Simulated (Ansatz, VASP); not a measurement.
# MgTiS3: VASP beside Ansatz, part 3 of 3

One calculation is typed for both programs; each brings its own data sets. How far apart do they land? The cell is generated by rule, not measured, and may not be a known phase. The cell is taken from a series of runs on this material, whose earlier steps may have relaxed, scaled, displaced or heated it; both programs get it as it stands.

VASP 6.6.1 and Ansatz 0.2.0.

So far: The starting structure; VASP: relaxation of cell and atoms, PBE, pair 1; Ansatz: relaxation of cell and atoms, PBE, pair 1; Differences; VASP: relaxation of cell and atoms, PBE, pair 2; Ansatz: relaxation of cell and atoms, PBE, pair 2.

## Step 8: VASP: relaxation of cell and atoms, PBE, pair 3

Level of this step: PBE, no spin polarisation; plane waves and PAW (Mg, Ti_sv, S); invented cell (VASP).

The relaxed volume is the usual yardstick between codes: in a stiff, nearly cubic crystal its relative difference is about their pressure difference at one cell divided by the bulk modulus. Its start cell is another than that of the pair before, and may be another structure of the material.

Input file INCAR:

```
SYSTEM = MgTiS3
PREC = Accurate
ENCUT = 600
EDIFF = 1E-07
NELM = 120
ISMEAR = 0
SIGMA = 0.01
LREAL = .FALSE.
ALGO = Normal
GGA = PE
NBANDS = 42
LASPH = .TRUE.
LORBIT = 11
LWAVE = .FALSE.
LCHARG = .FALSE.
ISIF = 3
IBRION = 2
NSW = 80
EDIFFG = -0.005
GGA_COMPAT = .FALSE.
NELMIN = 4
EFERMI = MIDGAP
KPAR = 2
```

Input file POSCAR:

```
MgTiS3
1.0
    4.1790700000      0.0000000000      0.0000000000
    0.0000000000      8.2128390000      0.0000000000
    0.0000000000      0.0000000000      6.3915330000
Mg Ti S
2 2 6
Direct
    0.0000000000      0.1196128403      0.9637074548
    0.0000000000      0.8803871597      0.4637075331
    0.5000000000      0.3140093213      0.4726900417
    0.5000000000      0.6859906787      0.9726899634
    0.5000000000      0.5512246131      0.3110618376
    0.5000000000      0.8452912568      0.6653644752
    0.5000000000      0.4487753869      0.8110617594
    0.5000000000      0.1547087432      0.1653643969
    0.0000000000      0.1852497048      0.5787237584
    0.0000000000      0.8147502952      0.0787238367
```

Input file KPOINTS:

```
Automatic mesh
0
Gamma
6 4 4
0 0 0
```

Potentials, in the order of the species: Mg, Ti_sv and S (PBE family, release 64).

The run is started by

```sh
> mpirun -np 2 vasp_std
```

Numbers of over 12 decimals in the logs are rounded to 6 here.

Output:

```text
[... set-up lines as in an earlier step ...]
 entering main loop
       N       E                     dE             d eps       ncg     rms          rms(c)
DAV:   1     0.655695287145E+03    0.65570E+03   -0.30588E+04  3024   0.158E+03
DAV:   2     0.357323928415E+02   -0.61996E+03   -0.59231E+03  3318   0.399E+02
DAV:   3    -0.560842427105E+02   -0.91817E+02   -0.88996E+02  4680   0.137E+02
DAV:   4    -0.636110714602E+02   -0.75268E+01   -0.75068E+01  4624   0.360E+01
[...]
DAV:  16    -0.546622603014E+02   -0.13715E-05   -0.71300E-06  4470   0.156E-02    0.830E-03
DAV:  17    -0.546622613944E+02   -0.10930E-05   -0.17401E-06  3884   0.818E-03    0.487E-03
DAV:  18    -0.546622613758E+02    0.18646E-07   -0.32086E-07  2992   0.281E-03
   1 F= -.54662261E+02 E0= -.54662261E+02  d E =-.546623E+02
[...]
2 F= -.54662351E+02 E0= -.54662351E+02  d E =-.891933E-04
[...]
3 F= -.54662350E+02 E0= -.54662350E+02  d E =-.890204E-04
[...]
4 F= -.54662379E+02 E0= -.54662379E+02  d E =-.281867E-04
[...]
5 F= -.54662379E+02 E0= -.54662379E+02  d E =-.287069E-04
[...]
6 F= -.54662385E+02 E0= -.54662385E+02  d E =-.587825E-05
 trial-energy change:   -0.000006  1 .order   -0.000006   -0.000011   -0.000002
 step:   1.2948(harm=  1.2948)  dis= 0.00045  next Energy=   -54.662386 (dE=-0.672E-05)
 reached required accuracy - stopping structural energy minimisation
```

Parts of OUTCAR (step 8):

```text
  Total       -0.0051286     -0.0108078     -0.0103059      0.0000000      0.0000000      0.0000000
  in kB       -0.0374985     -0.0790220     -0.0753524      0.0000000      0.0000000      0.0000000
  external PRESSURE =      -0.0639576 kB  Pullay stress =       0.0000000 kB

 POSITION                                       TOTAL-FORCE (eV/Angst)
 -----------------------------------------------------------------------------------
      0.00000      0.98180      6.15710         0.000000     -0.001268     -0.000549
      0.00000      7.22992      2.96271         0.000000      0.001268     -0.000549
      2.08841      2.57843      3.01985         0.000000     -0.002169     -0.001556
      2.08841      5.63330      6.21424         0.000000      0.002169     -0.001556
      2.08841      4.52768      1.98783         0.000000      0.001253      0.001913
      2.08841      6.94195      4.24945         0.000000     -0.002937      0.001202
      2.08841      3.68405      5.18221         0.000000     -0.001253      0.001913
      2.08841      1.26978      1.05506         0.000000      0.002937      0.001202
      0.00000      1.51958      3.69811         0.000000     -0.001951     -0.001011
      0.00000      6.69215      0.50372         0.000000      0.001951     -0.001011
 -----------------------------------------------------------------------------------
    total drift:                                0.000000      0.001095     -0.000868

  FREE ENERGIE OF THE ION-ELECTRON SYSTEM (eV)
  ---------------------------------------------------
  free  energy   TOTEN  =       -54.6623849813 eV

  energy  without entropy=      -54.6623849813  energy(sigma->0) =      -54.66238498

[... 1 part as in an earlier step ...]

[... 3 further parts left out ...]
[key lines of the parts left out:]
E-fermi :   3.8188
```

## Step 9: Ansatz: relaxation of cell and atoms, PBE, pair 3

The same cell, functional and mesh now go to Ansatz, which takes its cutoff from its data sets.

The cell is taken from a series of runs on this material, whose earlier steps may have relaxed, scaled, displaced or heated it; both programs get it as it stands.

Input file input.yaml:

```yaml
crystal:
  lattice:
    - [4.1790695558, 0.0, 0.0]
    - [0.0, 8.2128385189, 0.0]
    - [0.0, 0.0, 6.3915328083]
  atoms:
    - { symbol: Mg, position: [0.0, 0.1196128144, 0.9637075445] }
    - { symbol: Mg, position: [0.0, 0.8803871856, 0.4637075445] }
    - { symbol: Ti, position: [0.5, 0.3140093311, 0.4726900322] }
    - { symbol: Ti, position: [0.5, 0.6859906689, 0.9726900322] }
    - { symbol: S, position: [0.5, 0.5512246108, 0.3110617759] }
    - { symbol: S, position: [0.5, 0.8452912714, 0.6653644271] }
    - { symbol: S, position: [0.5, 0.4487753892, 0.8110617759] }
    - { symbol: S, position: [0.5, 0.1547087286, 0.1653644271] }
    - { symbol: S, position: [0.0, 0.1852496668, 0.578723841] }
    - { symbol: S, position: [0.0, 0.8147503332, 0.078723841] }
kpoints:
  mp_grid: { grid: [6, 4, 4] }
hamiltonian:
  xc: pbe
  pseudopotentials: { kind: paw, azcp: { folder: soft_1 } }
scf:
  occupations: { method: fixed }
output:
  forces: true
  stress: true
  eigenvalues: true
relax:
  adjacent_minimum: "off"
  f_tol: 0.001
  max_steps: 60
  cell: { stress_tol: 0.01 }
```

The run is started by

```sh
> ansatz run input.yaml --threads 4 --pin off --max-ram 16384MiB --backend cpu --events-out ev --progress --plain --runs-dir out
```

Output:

```text
[...]
Crystal: 10 atoms, lattice volume = 219.370 Å³
Basis set: ecut = 420 eV, 4291 PW (Γ), exchange–correlation on 60×120×90 points (8 copies of the dense FFT grid, shifted against one another)
Bands: 50, of which v1, the nominal top of the filled ones, is band 40 counted from 1 (39 counted from 0)
Symmetry: 4 space group operations
[...]
- { symbol: Ti, position: [0.500000, 0.314061, 0.472583] }
    - { symbol: Ti, position: [0.500000, 0.685939, 0.972583] }
    - { symbol: S, position: [0.500000, 0.551394, 0.311283] }
    - { symbol: S, position: [0.500000, 0.845311, 0.665393] }
    - { symbol: S, position: [0.500000, 0.448606, 0.811283] }
    - { symbol: S, position: [0.500000, 0.154689, 0.165393] }
    - { symbol: S, position: [0, 0.185234, 0.578655] }
    - { symbol: S, position: [0, 0.814766, 0.078655] }
[key lines of the parts left out:]
SCF converged after 10 iterations
Free energy (F): -14270.656644 eV
Fermi energy:    5.337248 eV
P = ⅓ Tr σ = 0.0009 GPa (0.009 kbar)
```

## Step 10: Differences

What differs besides the data sets and the points named for the pairs above, as far as they apply: fixed occupations in Ansatz, narrow Gaussian smearing in VASP; the data sets hold 80 valence electrons in Ansatz (on its PAW soft_1 files) and 64 in VASP. Total energies have different zeros and are not compared.

The two programs side by side:

```tsv
quantity	Ansatz	VASP	difference
volume (Å³)	219.33	219.13	+0.09 %
edge a after relaxation, in the typed setting (Å)	4.178	4.177	+0.04 %
edge b after relaxation, in the typed setting (Å)	8.211	8.212	+0.00 %
edge c after relaxation, in the typed setting (Å)	6.393	6.389	+0.06 %
```

## Step 11: What came out

```json
{"difference in volume (relaxation of cell and atoms, PBE, pair 1)": "0.096 %", "difference in volume (relaxation of cell and atoms, PBE, pair 2)": "0.16 %", "difference in volume (relaxation of cell and atoms, PBE, pair 3)": "0.094 %"}
```

What this shows: The difference in volume is 0.16 % (relaxation of cell and atoms, PBE, pair 2), within the 1.2 % picked in this series as the mark of a large difference, as far as the stopping tolerances let one tell. The data sets hold unlike numbers of valence electrons (80 in Ansatz and 64 in VASP), so part of the differences comes from the potentials. 2 further runs of this series are not shown here. How closely two codes agree says nothing of how well the functional describes the real material.

[Lines on the potential files, build, host, timing and source positions are cut from VASP's logs without a mark.]

[Logs are printed without paths, hosts, clocks, repeated set-up lines and the standing remarks that a program may print on its own settings, such as how far it seeks lower states.]

[Hosts, paths, dates, database ids (printed as entryN), source tags and the programs' standing remarks are cut or masked in the printed files.]
